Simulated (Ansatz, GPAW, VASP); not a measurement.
## One calculation of Ta3AsAu2O13, 3 ways

```xyz
19
Lattice="5.2424 3.0267 4.1427 -5.2424 3.0267 4.1427 0.0000 -6.0534 4.1427" Properties=species:S:1:pos:R:3 pbc="T T T"
Ta   -1.7887    1.0327    4.2854
Ta    0.0000   -2.0655    4.2854
Ta    1.7887    1.0327    4.2854
As    0.0000    0.0000    6.9446
Au    0.0000    0.0000   12.0005
Au    0.0000    0.0000    9.3342
O    -1.3566    0.7832    6.1532
O     0.0000   -1.5665    6.1532
O     1.3566    0.7832    6.1532
O     2.5380   -0.6359    3.6068
O    -0.7183    2.5159    3.6068
O    -1.8197   -1.8800    3.6068
O     1.8197   -1.8800    3.6068
O    -2.5380   -0.6359    3.6068
O     0.7183    2.5159    3.6068
O    -3.3469    1.9323    4.0073
O     0.0000   -3.8647    4.0073
O     3.3469    1.9323    4.0073
O     0.0000    0.0000    3.8329
```

The cell comes from a database or a generator and needn't be the stable form of this composition.

Alike in all runs: task band structure; functional PBE; k mesh 4 × 4 × 4; occupations fermi-dirac, width 0.05 eV; no spin polarisation; no spin-orbit coupling. Pressure is positive in compression and, in plane waves, holds the error of the finite cutoff, which Ansatz's Pulay term estimates and takes out. Gaps are the smaller of the mesh's and the band path's.

| program and potentials | plane-wave cutoff (eV) | notes | band gap (eV) | pressure (GPa) | largest force (eV/Å) |
| --- | --- | --- | --- | --- | --- |
| VASP, PBE PAW files As, Au, O, Ta_pv, 520 eV | 520 | 7.26 valence electrons an atom on average | 1.06 | 0.59 | 0.340 |
| Ansatz, Ansatz PAW (earlier soft set) | 420 | 8.95 valence electrons an atom on average; Pulay term of +0.25 GPa included | 1.07 | -0.06 | - |
| GPAW, GPAW PAW data sets (gpaw-data 1.2.1) | 800 | 7.58 valence electrons an atom on average | 1.08 | 0.76 | 0.264 |

Force on atom 4 (As), eV/Å:

| program and potentials | x | y | z |
| --- | --- | --- | --- |
| VASP, PBE PAW files As, Au, O, Ta_pv, 520 eV | 0.000 | 0.000 | 0.340 |
| GPAW, GPAW PAW data sets (gpaw-data 1.2.1) | 0.000 | 0.000 | 0.216 |

The band gap spans 1.06 (VASP, PBE PAW files As, Au, O, Ta_pv, 520 eV) to 1.08 eV (GPAW, GPAW PAW data sets (gpaw-data 1.2.1)). The pressure spans -0.06 (Ansatz, Ansatz PAW (earlier soft set)) to 0.76 GPa (GPAW, GPAW PAW data sets (gpaw-data 1.2.1)). Spin-orbit coupling, left out here, moves the band edges of heavy atoms.

The functional is the same throughout but for its coding, so the spread measures potentials, basis and numerics; runs on potential files found faulty are left out.
